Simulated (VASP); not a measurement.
```xyz
5
Lattice="6.0166 0.0000 0.0000 0.0000 6.0166 0.0000 0.0000 0.0000 6.0166" Properties=species:S:1:pos:R:3 pbc="T T T"
Cs     0.0000     0.0000     0.0000
Pb     3.0083     3.0083     3.0083
Br     3.0083     0.0000     3.0083
Br     0.0000     3.0083     3.0083
Br     3.0083     3.0083     0.0000
```

All values below come from TPSS meta-GGA, VASP's PBE PAW potentials (set 64) (plane waves; VASP). Settings: 520 eV cut-off, 4×4×4 Γ-centred mesh, tetrahedra with Blöchl corrections, potentials Cs_sv Pb_d Br.

The cores are frozen, which limits the accuracy of field gradients.

Q: Give the principal components of the electric field gradient (V/Å²) and the asymmetry η at each nucleus.

A: 
```csv
atom,Vxx,Vyy,Vzz,η
Cs1,0.0,0.0,0.0,-
Pb2,0.0,0.0,0.0,-
Br3,-98.8,-98.8,197.6,0.00
Br4,-98.8,-98.8,197.6,0.00
Br5,-98.8,-98.8,197.6,0.00
```

The compound is CsPbBr3 in the cubic perovskite structure, the ideal cubic form; the compound distorts at low or room temperature. It was relaxed first, which changed the volume by +8 %.
